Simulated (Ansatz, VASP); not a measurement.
# C (Diamond) in two plane-wave programs

One calculation is typed for both programs; each brings its own data sets. How far apart do they land? The cell is taken from a series of runs on this material, whose earlier steps may have relaxed, scaled, displaced or heated it; both programs get it as it stands.

Calculated with Ansatz 0.2.0; plane waves, with VASP 6.6.1 beside it; single point at r2SCAN.

## (1) The starting structure

It takes space group Fd-3m (No. 227, cubic). The conventional cell has a = 3.542 Å, b = 3.542 Å, c = 3.542 Å, α = 90.00°, β = 90.00°, γ = 90.00°. C has 4 C at 1.53 Å nearest.

Coordinates:

```cif
data_structure
_symmetry_space_group_name_H-M 'Fd-3m:1'
_symmetry_Int_Tables_number 227
_cell_length_a 3.5424
_cell_length_b 3.5424
_cell_length_c 3.5424
_cell_angle_alpha 90.000
_cell_angle_beta 90.000
_cell_angle_gamma 90.000
_cell_volume 44.45
loop_
_atom_site_label
_atom_site_type_symbol
_atom_site_symmetry_multiplicity
_atom_site_Wyckoff_symbol
_atom_site_fract_x
_atom_site_fract_y
_atom_site_fract_z
_atom_site_occupancy
C1 C 8 b 0.00000 0.00000 0.50000 1
```

## (2) Ansatz: single point, r2SCAN, pair 1

Ansatz runs on its default PAW (the set named soft_2) files.

With cell and atoms fixed, the geometry can't cause a difference; cores, projectors, grids and the points listed under the comparison can.

The input, input.yaml:

```yaml
crystal:
  lattice:
    - [0.0, 1.77119932, 1.77119932]
    - [1.77119932, 0.0, 1.77119932]
    - [1.77119932, 1.77119932, 0.0]
  atoms:
    - { symbol: C, position: [0.0, 0.0, 0.0] }
    - { symbol: C, position: [0.25, 0.25, 0.25] }
kpoints:
  mp_grid: { grid: [10, 10, 10] }
hamiltonian:
  xc: r2scan
scf:
  occupations: { method: fixed }
output:
  forces: true
  stress: true
  eigenvalues: true
```

Launch:

```sh
ansatz run input.yaml --threads 4 --pin off --max-ram 15360MiB --backend cpu --events-out ev --progress --plain --runs-dir out
```

Numbers of over 12 decimals in the logs are rounded to 6 here.

What it wrote:

```text
Engine: ansatz 0.2.0, aarch64-unknown-linux-gnu
Pseudopotentials: kind: paw
Pseudopotential: C, paw, valence charge 4, recommended cutoff 500 eV (meta_gga), C.paw.azcp
Functional definition: r2SCAN
  parameter k0 = 0.174
  parameter k1 = 0.065
  parameter a1 = 4.9479
  exchange = r2scan_x(k0 = k0, k1 = k1, a1 = a1)
  correlation = r2scan_c
Crystal: 2 atoms, lattice volume = 11.113 Å³
Basis set: ecut = 500 eV, 283 PW (Γ), exchange–correlation on 80×80×80 points (64 copies of the dense FFT grid, shifted against one another)
Bands: 8, of which v1, the nominal top of the filled ones, is band 4 counted from 1 (3 counted from 0)
Symmetry: 48 space group operations
Space group: Fd-3m (ITA 227), of the structure as read, at distance tolerance 2.2e-5 Å
k-points: 47 of 1000
Non-local potential: C, projectors of the file, l = 0: 2, l = 1: 2, l = 2: 1
PAW form: soft (Blöchl's): semilocal exchange-correlation on the pseudo side does not see the compensation charge
PAW frozen core: C, regenerated for the run's functional (the file was generated under x = pbe(κ = 0.804, μ = 0.219515), c = pbe(β = 0.066725))
PAW one-centre angular grid: C, 302 points (default); XC on 239 of its mesh's 2573 points in the sphere
Initial density: superposition of atomic densities (neutral atoms: chi_scale 0, normalization atom), corrected by the library's trained network
Initial wavefunctions: pseudopotential atomic-orbital guess
Functional: x = r2scan, c = r2scan; τ floored in thin density (d = 2e-4 eV/Å³)
SCF iter   1: F=—  HF=-503.050060 eV  |F-HF|=—  |Δ(HF+E_count)|=         —  Δρ=8.90e-3  dr2=2.41e-3  dr2_τ=4.05e-1  ethr=1.77e-3  ⟨swp⟩=4.0  Hψ=2279  notcnv=0  defer=66
preconditioner: auto → none  [insulator: Δε(μ)=4.375 eV  Ē_g=21.097 eV  n_scr=0 (ndim 8)  ℏωp=31.5 eV  f_vac=0.000  ε∞_Penn≈3.2]
SCF iter   2: F=—  HF=-503.107731 eV  |F-HF|=—  |Δ(HF+E_count)|=   5.77e-2  Δρ=5.61e-3  dr2=9.67e-4  dr2_τ=6.03e-5  ethr=3.01e-5  ⟨swp⟩=2.7  Hψ=1082  notcnv=0  defer=90
SCF iter   3: F=—  HF=-503.107762 eV  |F-HF|=—  |Δ(HF+E_count)|=   3.09e-5  Δρ=1.78e-3  dr2=1.06e-4  dr2_τ=1.60e-5  ethr=1.21e-5  ⟨swp⟩=3.0  Hψ=634  notcnv=0  defer=91
SCF iter   4: F=—  HF=-503.107792 eV  |F-HF|=—  |Δ(HF+E_count)|=   3.01e-5  Δρ=3.29e-4  dr2=3.56e-6  dr2_τ=2.45e-7  ethr=1.32e-6  ⟨swp⟩=1.8  Hψ=485  notcnv=0  defer=6
SCF iter   5: F=—  HF=-503.107795 eV  |F-HF|=—  |Δ(HF+E_count)|=   2.85e-6  Δρ=7.71e-5  dr2=1.99e-7  dr2_τ=2.19e-8  ethr=4.45e-8  ⟨swp⟩=1.6  Hψ=453  notcnv=0  defer=1
SCF iter   6: F=-503.107795 eV  HF=-503.107795 eV  |F-HF|=4.08e-10  |Δ(HF+E_count)|=   1.15e-7  Δρ=4.13e-6  dr2=5.54e-10  dr2_τ=8.49e-11  ethr=1.25e-9  ⟨swp⟩=5.3  Hψ=1919  notcnv=0
SCF 1 converged in 6 iterations: F = -503.107795 eV  dr2 = 5.54e-10
  greatest PAW one-centre occupation: 0.662 electrons in one spin orbital (limit 2), on the C atom at site 1 (counted from 0), in its partial waves of l = 0
SCF converged after 6 iterations
Free energy (F): -503.107795 eV
Harris-Foulkes:  -503.107795 eV  (|F-HF|=4.08e-10)
Internal energy: -503.107795 eV  (E = F + TS)
E sigma→0 (E₀):  -503.107795 eV
Fermi energy:    13.662823 eV
--- Per-component energies (eV) ---
  E_band       = 32.213472
  E_kinetic    = 185.596478
  E_local      = -119.683981  (includes V_loc(G=0)·N_el)
  E_nonlocal   = 52.780011
  E_hartree    = 26.405975
  E_xc         = -96.243306
  E_vxc        = -133.014338  (∫ρ·V_xc dr)
  E_paw        = -201.561076  (= ΣΔE_a)
  E_vpaw       = -13.292873  (= ΣTr[D̂ρ^β])
  E_aug_tail   = 0.000009  (compensation charges beyond the density's cutoff)
  E_vtau       = 7.016288  (kinetic-family band-sum trace: ∫τ·v_τ [+ j·A + Jᵃ·Aᵃ] dr)
  E_ewald      = -350.352357
  E_core_change = -0.049547  (= ΣΔE_core)
  E_smearing   = -0.000000  (= −TS)
  E_closure    = 0.000000  (closes the sum)
  Σ components = -503.107795   (vs F -503.107795, Δ=0.00e0)
--- Forces (eV/Å), atoms counted from 1 ---
  atom   1  C     -0.00000000     0.00000000     0.00000000
  atom   2  C      0.00000000     0.00000000    -0.00000000
  max |Σ_I F_I| component: 3.24e-17 eV/Å
--- Stress (GPa, compression-positive) ---
        7.004679      -0.000000       0.000000
        0.000000       7.004679      -0.000000
       -0.000000      -0.000000       7.004679
  P = ⅓ Tr σ = 7.0047 GPa (70.047 kbar)
--- Band table (eV; the first three rows and the last of 47) ---
  k-point 0: bands = ["-9.2955", "13.6628", "13.6628", "13.6628", "19.6012", "19.6012", "19.6012", "27.9294"]
  k-point 1: bands = ["-9.0025", "11.8458", "13.1779", "13.1779", "20.2390", "20.2390", "20.6356", "28.2041"]
  k-point 2: bands = ["-8.1291", "8.4011", "12.2302", "12.2302", "21.4626", "21.4626", "21.9329", "28.9616"]
  k-point 46: bands = ["0.6488", "0.6488", "4.9874", "4.9874", "23.6786", "23.6786", "28.1566", "28.1566"]
```

In the SCF lines HF is the Harris–Foulkes energy and dr2 the Hartree energy of the density residual, in eV; the loop may stop once dr2 is under the threshold and the program's other checks hold. Hψ counts applications of the Hamiltonian.

The run ends at a pressure of 7.00 GPa.

## (3) VASP: single point, r2SCAN, pair 1

The same cell, functional and mesh now go to VASP, with its own data sets.

Lines of VASP's logs that name or quote its potential files are left out, and so is its time.

The input, INCAR:

```
SYSTEM = C
PREC = Accurate
ENCUT = 660
EDIFF = 1E-06
NELM = 120
ISMEAR = 0
SIGMA = 0.01
LREAL = .FALSE.
ALGO = Normal
METAGGA = R2SCAN
LASPH = .TRUE.
NBANDS = 10
LORBIT = 11
LWAVE = .FALSE.
LCHARG = .FALSE.
ISIF = 2
GGA_COMPAT = .FALSE.
EFERMI = MIDGAP
LMIXTAU = .TRUE.
```

The input, POSCAR:

```
C
1.0
    0.0000000000      1.7711993200      1.7711993200
    1.7711993200      0.0000000000      1.7711993200
    1.7711993200      1.7711993200      0.0000000000
C
2
Direct
    0.0000000000      0.0000000000      0.0000000000
    0.2500000000      0.2500000000      0.2500000000
```

The input, KPOINTS:

```
Automatic mesh
0
Gamma
10 10 10
0 0 0
```

PAW data sets: C (PBE family, release 64).

Launch:

```sh
mpirun -np 1 vasp_std
```

What it wrote:

```text
[banner, memory and clock lines left out]
running    1 mpi-ranks, on    1 nodes
 distrk:  each k-point on    1 cores,    1 groups
 distr:  one band on    1 cores,    1 groups

 POSCAR found type information on POSCAR C
 POSCAR found :  1 types and       2 ions
|                                                                             |
|               ----> ADVICE to this user running VASP <----                  |
|                                                                             |
|     You enforced a specific xc type in the INCAR file but a different       |
|     [... a line on the potential file left out ...]
|     I HOPE YOU KNOW WHAT YOU ARE DOING!                                     |
|                                                                             |

 LDA part: xc-table for (None), standard interpolation
 POSCAR, INCAR and KPOINTS ok, starting setup
 FFT: planning ... GRIDC
 FFT: planning ... GRID_SOFT
 FFT: planning ... GRID
 WAVECAR not read
 entering main loop
       N       E                     dE             d eps       ncg     rms          rms(c)
DAV:   1     0.401787743331E+01    0.40179E+01   -0.60808E+03   948   0.101E+03
DAV:   2    -0.214999863300E+02   -0.25518E+02   -0.24469E+02  1226   0.152E+02
DAV:   3    -0.219749520631E+02   -0.47497E+00   -0.47417E+00  1106   0.178E+01
DAV:   4    -0.219757680762E+02   -0.81601E-03   -0.81597E-03  1042   0.860E-01
DAV:   5    -0.219757690758E+02   -0.99952E-06   -0.99950E-06  1078   0.295E-02    0.525E+00
DAV:   6    -0.194673972068E+02    0.25084E+01   -0.34514E-01  1014   0.544E+00    0.428E+00
DAV:   7    -0.224259469970E+02   -0.29585E+01   -0.90936E-01   970   0.731E+00    0.855E-01
DAV:   8    -0.194599222542E+02    0.29660E+01   -0.30176E-01   958   0.482E+00    0.110E+00
DAV:   9    -0.196555354698E+02   -0.19561E+00   -0.34370E-02   958   0.203E+00    0.121E-01
DAV:  10    -0.196632318552E+02   -0.76964E-02   -0.55828E-03  1004   0.720E-01    0.162E-01
DAV:  11    -0.196628449807E+02    0.38687E-03   -0.45516E-05   998   0.685E-02    0.158E-01
DAV:  12    -0.196643830544E+02   -0.15381E-02   -0.25332E-04   944   0.197E-01    0.420E-02
DAV:  13    -0.196644425248E+02   -0.59470E-04   -0.15064E-05  1076   0.513E-02    0.230E-02
DAV:  14    -0.196644414101E+02    0.11147E-05   -0.74920E-08   622   0.373E-03    0.242E-02
DAV:  15    -0.196644431882E+02   -0.17781E-05   -0.97107E-07   964   0.108E-02    0.247E-03
DAV:  16    -0.196644431173E+02    0.70904E-07   -0.10319E-07   476   0.340E-03
   1 F= -.19664443E+02 E0= -.19664443E+02  d E =0.000000E+00
```

OUTCAR, selected parts (step 3):

```text
ion  position               nearest neighbor table
   1  0.000  0.000  0.000-   2 1.53   2 1.53   2 1.53   2 1.53
   2  0.250  0.250  0.250-   1 1.53   1 1.53   1 1.53   1 1.53

  LATTYP: Found a face centered cubic cell.
 ALAT       =     3.5423986400

 Subroutine GETGRP returns: Found 48 space group operations
 (whereof 24 operations were pure point group operations)

The static configuration has the point symmetry T_d .
 The point group associated with its full space group is O_h .

 Found     47 irreducible k-points:

   k-points           NKPTS =     47   k-points in BZ     NKDIM =     47   number of bands    NBANDS=     10

   dimension x,y,z NGX =    24 NGY =   24 NGZ =   24
   dimension x,y,z NGXF=    48 NGYF=   48 NGZF=   48

   ENCUT  =  660.0 eV  48.51 Ry    6.96 a.u.   5.25  5.25  5.25*2*pi/ulx,y,z

   NELECT =       8.0000    total number of electrons

 k-points in reciprocal lattice and weights: Automatic mesh
   0.00000000  0.00000000  0.00000000       0.001
   0.10000000  0.00000000  0.00000000       0.008
   0.20000000  0.00000000  0.00000000       0.008
   0.30000000  0.00000000  0.00000000       0.008
   0.40000000  0.00000000  0.00000000       0.008
   0.50000000  0.00000000  0.00000000       0.004
   0.10000000  0.10000000  0.00000000       0.006
   0.20000000  0.10000000  0.00000000       0.024
   0.30000000  0.10000000  0.00000000       0.024
[...]
-0.30000000  0.40000000  0.20000000       0.024
  -0.30000000  0.50000000  0.20000000       0.012

 average (electrostatic) potential at core
       1 -47.1458       2 -47.1458

 E-fermi :  12.2181

 k-point     1 :       0.0000    0.0000    0.0000
  band No.  band energies     occupation
      1     -12.9694      2.00000
      2      10.0105      2.00000
      3      10.0105      2.00000
      4      10.0105      2.00000
      5      15.9031      0.00000
      6      15.9031      0.00000
      7      15.9031      0.00000
      8      24.3234      0.00000
      9      30.6944      0.00000
    ...

 k-point     2 :       0.1000    0.0000    0.0000
  band No.  band energies     occupation
      1     -12.6765      2.00000
      2       8.1851      2.00000
      3       9.5224      2.00000
      4       9.5224      2.00000
      5      16.5442      0.00000
      6      16.5442      0.00000
      7      16.9494      0.00000
      8      24.5930      0.00000
      9      31.1755      0.00000
    ...

 k-point     3 :       0.2000    0.0000    0.0000
  band No.  band energies     occupation
      1     -11.8029      2.00000
      2       4.7344      2.00000
      3       8.5713      2.00000
      4       8.5713      2.00000
      5      17.7709      0.00000
      6      17.7709      0.00000
      7      18.2634      0.00000
      8      25.3349      0.00000
      9      31.9922      0.00000
    ...

  Total        0.4966300      0.4966300      0.4966300     -0.0000000      0.0000000      0.0000000
  in kB       71.5996995     71.5996995     71.5996995     -0.0000000      0.0000000      0.0000000
  external PRESSURE =      71.5996995 kB  Pullay stress =       0.0000000 kB

  energy-cutoff  :      660.00
  volume of cell :       11.11
      direct lattice vectors                 reciprocal lattice vectors
     0.000000000  1.771199320  1.771199320    -0.282294598  0.282294598  0.282294598
     1.771199320  0.000000000  1.771199320     0.282294598 -0.282294598  0.282294598
     1.771199320  1.771199320  0.000000000     0.282294598  0.282294598 -0.282294598

 POSITION                                       TOTAL-FORCE (eV/Angst)
 -----------------------------------------------------------------------------------
      0.00000      0.00000      0.00000        -0.000000     -0.000000     -0.000000
      0.88560      0.88560      0.88560         0.000000      0.000000      0.000000
 -----------------------------------------------------------------------------------
    total drift:                               -0.000000      0.000000      0.000000

  FREE ENERGIE OF THE ION-ELECTRON SYSTEM (eV)
  ---------------------------------------------------
  free  energy   TOTEN  =       -19.6644431173 eV

  energy  without entropy=      -19.6644431173  energy(sigma->0) =      -19.66444312

 total charge
# of ion       s       p       d       tot
------------------------------------------
    1        0.847   1.762   0.000   2.609
    2        0.847   1.762   0.000   2.609
--------------------------------------------------
tot          1.694   3.523   0.000   5.217

[... 3 further parts left out ...]
```

The run ends at a pressure of 7.16 GPa.

## (4) Side by side

Known differences besides the potentials themselves: VASP keeps PBE cores, Ansatz makes them for the functional; fixed occupations in Ansatz, narrow Gaussian smearing in VASP; the cutoff is 500 eV in Ansatz and 660 eV in VASP. Total energies have different zeros and are not compared.

The two programs side by side:

| quantity | Ansatz | VASP | difference |
| --- | --- | --- | --- |
| pressure (GPa) | 7.00 | 7.16 | -0.16 |
| gap on the k mesh (eV) | 4.442 | 4.415 | +0.027 |

A gap on the mesh is an upper bound, since the band edges may lie between its points.

## (5) Ansatz: single point, r2SCAN, pair 2

With cell and atoms fixed, the geometry can't cause a difference; cores, projectors, grids and the points listed under the comparison can. The cell compared in this pair holds 11.45 Å³, against 11.11 Å³ for the pair before.

The cell is taken from a series of runs on this material, whose earlier steps may have relaxed, scaled, displaced or heated it; both programs get it as it stands.

input.yaml, the sections that differ from step 2:

```yaml
crystal:
  lattice:
    - [0.0, 1.789001511, 1.789001511]
    - [1.789001511, 0.0, 1.789001511]
    - [1.789001511, 1.789001511, 0.0]
  atoms:
    - { symbol: C, position: [0.0, 0.0, 0.0] }
    - { symbol: C, position: [0.25, 0.25, 0.25] }
# kpoints, hamiltonian, scf, output: as in step 2
```

Launch:

```sh
ansatz run input.yaml --threads 4 --pin off --max-ram 15360MiB --backend cpu --events-out ev --progress --plain --runs-dir out
```

What it wrote:

```text
[...]
Crystal: 2 atoms, lattice volume = 11.451 Å³
Basis set: ecut = 500 eV, 283 PW (Γ), exchange–correlation on 80×80×80 points (64 copies of the dense FFT grid, shifted against one another)
Bands: 8, of which v1, the nominal top of the filled ones, is band 4 counted from 1 (3 counted from 0)
[... 1 set-up line as in the run before ...]
[...]
k-points: 47 of 1000
[...]
Free energy (F): -503.107952 eV
[...]
Internal energy: -503.107952 eV  (E = F + TS)
E sigma→0 (E₀):  -503.107952 eV
Fermi energy:    13.118129 eV
[...]
--- Stress (GPa, compression-positive) ---
       -6.526224      -0.000000      -0.000000
        0.000000      -6.526224      -0.000000
        0.000000      -0.000000      -6.526224
  P = ⅓ Tr σ = -6.5262 GPa (-65.262 kbar)
--- Band table (eV; the first three rows and the last of 47) ---
[...]
[key lines of the parts left out:]
SCF converged after 6 iterations
```

The run ends at a pressure of -6.53 GPa.

## (6) VASP: single point, r2SCAN, pair 2

The same cell, functional and mesh now go to VASP, with its own data sets.

INCAR is that of step 3.

The input, POSCAR:

```
C
1.0
    0.0000000000      1.7890015110      1.7890015110
    1.7890015110      0.0000000000      1.7890015110
    1.7890015110      1.7890015110      0.0000000000
C
2
Direct
    0.0000000000      0.0000000000      1.0000000000
    0.2500000000      0.2500000000      0.2500000000
```

KPOINTS is that of step 3.

Launch:

```sh
mpirun -np 1 vasp_std
```

What it wrote:

```text
[banner, memory and clock lines left out]
running    1 mpi-ranks, on    1 nodes
[...]
[... a notice as in an earlier step ...]

 LDA part: xc-table for (None), standard interpolation
 POSCAR, INCAR and KPOINTS ok, starting setup
[...]
entering main loop
       N       E                     dE             d eps       ncg     rms          rms(c)
DAV:   1     0.113216372596E+01    0.11322E+01   -0.56694E+03   948   0.978E+02
DAV:   2    -0.215031346657E+02   -0.22635E+02   -0.21845E+02  1282   0.145E+02
DAV:   3    -0.219403718324E+02   -0.43724E+00   -0.43604E+00  1130   0.161E+01
DAV:   4    -0.219412307987E+02   -0.85897E-03   -0.85892E-03  1012   0.796E-01
[...]
DAV:  12    -0.196663287319E+02   -0.14473E-02   -0.23242E-04   944   0.192E-01    0.385E-02
DAV:  13    -0.196663937646E+02   -0.65033E-04   -0.15936E-05  1060   0.529E-02    0.215E-02
DAV:  14    -0.196663930450E+02    0.71968E-06   -0.46327E-08   606   0.275E-03
   1 F= -.19666393E+02 E0= -.19666393E+02  d E =0.000000E+00
```

From OUTCAR (step 6):

```text
  Total       -0.4516480     -0.4516480     -0.4516480      0.0000000      0.0000000     -0.0000000
  in kB      -63.1900224    -63.1900224    -63.1900224      0.0000000      0.0000000     -0.0000000
  external PRESSURE =     -63.1900224 kB  Pullay stress =       0.0000000 kB

 POSITION                                       TOTAL-FORCE (eV/Angst)
 -----------------------------------------------------------------------------------
      0.00000      0.00000      0.00000         0.000000      0.000000      0.000000
      0.89450      0.89450      0.89450        -0.000000     -0.000000     -0.000000
 -----------------------------------------------------------------------------------
    total drift:                               -0.000000     -0.000000      0.000000

  FREE ENERGIE OF THE ION-ELECTRON SYSTEM (eV)
  ---------------------------------------------------
  free  energy   TOTEN  =       -19.6663930450 eV

  energy  without entropy=      -19.6663930450  energy(sigma->0) =      -19.66639304

[... 1 part as in an earlier step ...]

[... 2 further parts left out ...]
[key lines of the parts left out:]
E-fermi :  11.7468
```

The run ends at a pressure of -6.32 GPa.

## (7) Comparison

Both answers:

| quantity | Ansatz | VASP | difference |
| --- | --- | --- | --- |
| pressure (GPa) | -6.53 | -6.32 | -0.21 |
| gap on the k mesh (eV) | 4.373 | 4.348 | +0.025 |

A gap on the mesh is an upper bound, since the band edges may lie between its points.

## (8) Summary of results

```
difference in gap on the k mesh (single point, r2SCAN, pair 1) : 0.027 eV
difference in gap on the k mesh (single point, r2SCAN, pair 2) : 0.025 eV
```

The difference in gap on the k mesh is 0.027 eV (single point, r2SCAN, pair 1), within the 0.08 eV picked in this series as the mark of a large difference. Such differences can come from data sets, numerical settings and the points named under the comparisons, not from the functional's error against experiment.

[Lines on the potential files, build, host, timing and source positions are cut from VASP's logs without a mark.]

[Logs are printed without paths, hosts, clocks, repeated set-up lines and the standing remarks that a program may print on its own settings, such as how far it seeks lower states.]

[Hosts, paths, dates, database ids (printed as entryN), source tags and the programs' standing remarks are cut or masked in the printed files.]
